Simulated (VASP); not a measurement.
Output of a VASP run:

File OUTCAR:
```
 ion  position               nearest neighbor table
   1  0.996  0.996  0.007-   4 2.75   4 2.75   6 2.79   5 2.79
   2  0.995  0.506  0.999-   4 2.76   5 2.81   5 2.81   7 2.84
   3  0.506  0.995  0.999-   4 2.76   6 2.81   6 2.81   7 2.84
   4  0.125  0.125  0.250-   1 2.75   1 2.75   2 2.76   3 2.76
   5  0.159  0.614  0.227-   8 2.47   1 2.79   2 2.81   2 2.81
   6  0.614  0.159  0.227-   8 2.47   1 2.79   3 2.81   3 2.81
   7  0.606  0.606  0.289-   8 2.59   8 2.59   3 2.84   2 2.84
   8  0.499  0.499  0.001-   5 2.47   6 2.47   7 2.59   7 2.59
  LATTYP: Found a base centered orthorhombic cell.
 ALAT       =     8.8729427664
 B/A-ratio  =     1.4215608687
 C/A-ratio  =     0.4993995949
 Subroutine PRICEL returns:
 Original cell was already a primitive cell.
 Subroutine GETGRP returns: Found  4 space group operations
The static configuration has the point symmetry C_2v.
The dynamic configuration has the point symmetry C_2v.
 Subroutine INISYM returns: Found  4 space group operations
 Subroutine IBZKPT returns following result:
 Found     16 irreducible k-points:

 Following reciprocal coordinates:
            Coordinates               Weight
  0.000000  0.000000  0.000000      1.000000
  0.333333 -0.000000  0.000000      4.000000
  0.333333  0.333333  0.000000      2.000000
 -0.333333  0.333333  0.000000      2.000000
  0.000000  0.000000  0.166667      4.000000
  0.333333 -0.000000  0.166667      4.000000
 -0.333333  0.000000  0.166667      8.000000
 -0.333333 -0.333333  0.166667      2.000000
  0.000000  0.000000  0.333333      4.000000
  0.333333  0.000000  0.333333      8.000000
 -0.333333  0.000000  0.333333      4.000000
  0.333333  0.333333  0.333333      2.000000
  0.000000  0.000000  0.500000      1.000000
  0.333333  0.000000  0.500000      4.000000
  0.333333  0.333333  0.500000      2.000000
 -0.333333  0.333333  0.500000      2.000000
   k-points           NKPTS =     16   k-points in BZ     NKDIM =     16   number of bands    NBANDS=     37
   number of dos      NEDOS =    301   number of ions     NIONS =      8
   total plane-waves  NPLWV = 108000
   dimension x,y,z NGX =    60 NGY =   60 NGZ =   30
   dimension x,y,z NGXF=   120 NGYF=  120 NGZF=   60
   ions per type =               3   4   1
   PREC   = accura    normal or accurate (medium, high low for compatibility)
   ISTART =      0    job   : 0-new  1-cont  2-samecut
   ICHARG =      2    charge: 1-file 2-atom 10-const
   ISPIN  =      1    spin polarized calculation?
   LNONCOLLINEAR =      F non collinear calculations
   LSORBIT =      F    spin-orbit coupling
   INIWAV =      1    electr: 0-lowe 1-rand  2-diag
   ENCUT  =  400.0 eV  29.40 Ry    5.42 a.u.  14.50 14.50  7.23*2*pi/ulx,y,z
   NELM   =    100;   NELMIN=  2; NELMDL= -5     # of ELM steps
   EDIFF  = 0.1E-05   stopping-criterion for ELM
   LREAL  =      F    real-space projection
   NLSPLINE    = F    spline interpolate recip. space projectors
   LMAXMIX     =    4 max onsite mixed and CHGCAR
   VOSKOWN=      0    Vosko Wilk Nusair interpolation
   EDIFFG = -.2E-01   stopping-criterion for IOM
   NSW    =     60    number of steps for IOM
   NBLOCK =      1;   KBLOCK =     60    inner block; outer block
   IBRION =      2    ionic relax: 0-MD 1-quasi-New 2-CG
   NFREE  =      1    steps in history (QN), initial steepest desc. (CG)
   ISIF   =      3    stress and relaxation
   ISYM   =      2    0-nonsym 1-usesym 2-fastsym
   TEIN   =    0.0    initial temperature
   TEBEG  =    0.0;   TEEND  =   0.0 temperature during run
   SMASS  =  -3.00    Nose mass-parameter (am)
   PSTRESS=    0.0 pullay stress
   NELECT =      62.0000    total number of electrons
   EFERMI =   0.00;   METHOD = LEGACY
   ISMEAR =     0;   SIGMA  =   0.05  broadening in eV -4-tet -1-fermi 0-gaus
   IALGO  =     38    algorithm
   LDIAG  =      T    sub-space diagonalisation (order eigenvalues)
   IMIX   =      4    mixing-type and parameters
     AMIX     =   0.40;   BMIX     =  1.00
     AMIX_MAG =   1.60;   BMIX_MAG =  1.00
     AMIN     =   0.10
...
```

OSZICAR:
```
...
       N       E                     dE             d eps       ncg     rms          rms(c)
DAV:   1    -0.242727796006E+02   -0.33201E-01   -0.72203E-01  1278   0.673E+00    0.130E+00
DAV:   2    -0.242446164945E+02    0.28163E-01   -0.86308E-02  1249   0.292E+00    0.419E-01
DAV:   3    -0.242416803904E+02    0.29361E-02   -0.90541E-03  1308   0.584E-01    0.362E-01
DAV:   4    -0.242411243731E+02    0.55602E-03   -0.12297E-03  1244   0.209E-01    0.610E-02
DAV:   5    -0.242410503233E+02    0.74050E-04   -0.37762E-04  1307   0.166E-01    0.507E-02
DAV:   6    -0.242410534399E+02   -0.31166E-05   -0.31488E-05  1386   0.415E-02    0.266E-02
DAV:   7    -0.242410520798E+02    0.13601E-05   -0.10768E-05  1363   0.275E-02    0.639E-03
DAV:   8    -0.242410524624E+02   -0.38263E-06   -0.14337E-06   692   0.665E-03
   2 F= -.24241052E+02 E0= -.24241052E+02  d E =-.147294E-02
       N       E                     dE             d eps       ncg     rms          rms(c)
DAV:   1    -0.242421336777E+02   -0.10816E-02   -0.23112E-02  1288   0.121E+00    0.236E-01
DAV:   2    -0.242412488132E+02    0.88486E-03   -0.26957E-03  1249   0.519E-01    0.773E-02
DAV:   3    -0.242411520260E+02    0.96787E-04   -0.28307E-04  1316   0.105E-01    0.668E-02
DAV:   4    -0.242411266081E+02    0.25418E-04   -0.39290E-05  1254   0.359E-02    0.112E-02
DAV:   5    -0.242411228336E+02    0.37746E-05   -0.11823E-05  1289   0.292E-02    0.915E-03
DAV:   6    -0.242411226340E+02    0.19951E-06   -0.91004E-07   627   0.746E-03
   3 F= -.24241123E+02 E0= -.24241123E+02  d E =-.154311E-02
       N       E                     dE             d eps       ncg     rms          rms(c)
DAV:   1    -0.242411427643E+02   -0.19931E-04   -0.46842E-04  1280   0.170E-01    0.341E-02
DAV:   2    -0.242411244111E+02    0.18353E-04   -0.56533E-05  1249   0.745E-02    0.114E-02
DAV:   3    -0.242411220523E+02    0.23587E-05   -0.60916E-06  1199   0.150E-02    0.975E-03
DAV:   4    -0.242411208149E+02    0.12375E-05   -0.79502E-07   622   0.522E-03    0.150E-03
DAV:   5    -0.242411205960E+02    0.21891E-06   -0.35251E-07   622   0.495E-03
   4 F= -.24241121E+02 E0= -.24241121E+02  d E =-.154107E-02
       N       E                     dE             d eps       ncg     rms          rms(c)
DAV:   1    -0.242415711067E+02   -0.45029E-03   -0.43685E-02  1194   0.105E+00    0.945E-02
DAV:   2    -0.242414478461E+02    0.12326E-03   -0.56694E-04  1375   0.168E-01    0.433E-02
DAV:   3    -0.242413921811E+02    0.55665E-04   -0.79570E-05  1404   0.514E-02    0.246E-02
DAV:   4    -0.242413796085E+02    0.12573E-04   -0.23347E-05  1362   0.290E-02    0.813E-03
DAV:   5    -0.242413791752E+02    0.43321E-06   -0.28785E-06   864   0.117E-02
   5 F= -.24241379E+02 E0= -.24241379E+02  d E =-.258579E-03
       N       E                     dE             d eps       ncg     rms          rms(c)
DAV:   1    -0.242422695888E+02   -0.88998E-03   -0.15998E-01  1194   0.201E+00    0.181E-01
DAV:   2    -0.242418181834E+02    0.45141E-03   -0.20722E-03  1380   0.321E-01    0.822E-02
DAV:   3    -0.242416144563E+02    0.20373E-03   -0.29209E-04  1404   0.984E-02    0.466E-02
DAV:   4    -0.242415701368E+02    0.44320E-04   -0.85737E-05  1362   0.554E-02    0.156E-02
DAV:   5    -0.242415689273E+02    0.12095E-05   -0.10985E-05  1312   0.223E-02    0.101E-02
DAV:   6    -0.242415688316E+02    0.95701E-07   -0.43223E-07   652   0.465E-03
   6 F= -.24241569E+02 E0= -.24241569E+02  d E =-.448236E-03
```

**OUTCAR**
```
------------------------ aborting loop because EDIFF is reached ----------------------------------------
  FORCE on cell =-STRESS in cart. coord.  units (eV):
  Direction    XX          YY          ZZ          XY          YZ          ZX
  --------------------------------------------------------------------------------------
  Total       -0.0449175     -0.0449175     -0.0062008      0.0425926      0.0000000      0.0000000
  in kB       -0.2918313     -0.2918313     -0.0402872      0.2767261      0.0000000      0.0000000
  external PRESSURE =      -0.2079833 kB  Pullay stress =       0.0000000 kB
  volume of cell :      246.60
      direct lattice vectors                 reciprocal lattice vectors
    -0.016800868  6.256046115  6.300824294    -0.079708624  0.079708624  0.079354697
     6.256046115 -0.016800868  6.300824294     0.079708624 -0.079708624  0.079354697
     3.119622624  3.119622624  0.000000000     0.160275796  0.160275796 -0.158709393
 POSITION                                       TOTAL-FORCE (eV/Angst)
 -----------------------------------------------------------------------------------
      6.23925      6.23925     12.55343        -0.000000     -0.000000     -0.014062
      6.26586      9.33225      9.45576         0.005124     -0.005124     -0.014947
      9.33225      6.26586      9.45576        -0.005124      0.005124     -0.014947
      1.55981      1.55981      1.58295         0.000000      0.000000      0.008361
      4.54646      1.69279      4.86384        -0.001298      0.001298      0.017662
      1.69279      4.54646      4.86384         0.001298     -0.001298      0.017662
      4.67943      4.67943      7.63364         0.000000      0.000000      0.005812
      3.11962      3.11962      6.29819        -0.000000      0.000000     -0.005542
 -----------------------------------------------------------------------------------
    total drift:                               -0.000004     -0.000004      0.000087
  FREE ENERGIE OF THE ION-ELECTRON SYSTEM (eV)
  ---------------------------------------------------
  free  energy   TOTEN  =       -24.2415688316 eV

  energy  without entropy=      -24.2415688316  energy(sigma->0) =      -24.24156883

 reached required accuracy - stopping structural energy minimisation
```
(Selected blocks of OUTCAR.)

### POSCAR
```
BeCd3Te4
1
   -0.0037670125     6.2703509867     6.3067141135
    6.2703509867    -0.0037670125     6.3067141135
    3.1332919871     3.1332919871     0.0000000000
Cd Te Be
3 4 1
Direct
  0.9963241807   0.9963241807   0.0073516386
  0.9952835159   0.5059593417   0.9987571425
  0.5059593417   0.9952835159   0.9987571425
  0.1250591565   0.1250591565   0.2498816870
  0.1587854474   0.6137349804   0.2274795722
  0.6137349804   0.1587854474   0.2274795722
  0.6055479629   0.6055479629   0.2889040743
  0.4993054146   0.4993054146   0.0013891708
```

Q: Reconstruct the remaining input files.

A: This is not unique; one that fits is the input of the run itself, PBEsol GGA, plane waves, VASP's PBE PAW potentials (set 64).

File KPOINTS:
```
Automatic
0
gamma
  3 3 6
0 0 0
```

**INCAR**
```
ALGO = Normal
EDIFF = 1E-6
EDIFFG = -0.02
ENCUT = 400
GGA = PS
IBRION = 2
ISIF = 3
ISMEAR = 0
LASPH = .TRUE.
LCHARG = .FALSE.
LMAXMIX = 4
LREAL = .FALSE.
LWAVE = .FALSE.
NELM = 100
NSW = 60
PREC = Accurate
SIGMA = 0.05
SYSTEM = BeCd3Te4
```

POTCAR, in this order: Cd Te Be (PBE.64 set). Program: vasp_std.

The structure was generated: BeCd3Te4 was put into an ordered model structure (Amm2), which need not be its known phase. This run relaxes it. Symmetry was kept, so distortions that lower it aren't found. The start is the result of an earlier pass.
